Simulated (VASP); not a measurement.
Given:

```
As
1.0
    3.46383    -1.85602    -0.05234
    3.46383     1.85602    -0.05234
    2.51574     0.00000     3.01939
As
2
Direct
  0.23058   0.23058   0.23058
  0.76942   0.76942   0.76942
```

The numbers are results of PBE GGA with D3 dispersion (Becke-Johnson damping), VASP's PBE PAW potentials (set 64) (plane waves; VASP), not measurements. Run with 520 eV cut-off, 12×12×12 Γ-centred mesh, first-order Methfessel-Paxton smearing of 0.10 eV, potentials As.

The ions and cell shape at fixed volume are relaxed. Predict the relaxed structure.

```
As
1.0
    3.40850    -1.87345    -0.07995
    3.40850     1.87345    -0.07995
    2.45151     0.00000     3.02063
As
2
Direct
  0.23347   0.23347   0.23347
  0.76653   0.76653   0.76653
```
Space group R-3m (166), at a tolerance of 0.03 Å.

How much energy does the relaxation gain?

The energy (σ→0) changes by -6.9 meV/atom, in 5 ionic steps.

| step | E(σ→0) (eV) | max force (eV/Å) | pressure (GPa) | volume (Å³) |
|---|---|---|---|---|
| 1 | -10.1359 | 0.390 | 5.69 | 39.31 |
| 2 | -10.1468 | 0.090 | 4.58 | 39.31 |
| 3 | -10.1481 | 0.056 | 4.02 | 39.31 |
| 4 | -10.1496 | 0.023 | 3.90 | 39.31 |
| 5 | -10.1497 | 0.008 | 3.85 | 39.31 |

The compound is As in the a7 structure. This cell is one point of a volume scan, at 0.94 of the reference volume. Symmetry was kept, so distortions that lower it aren't found.
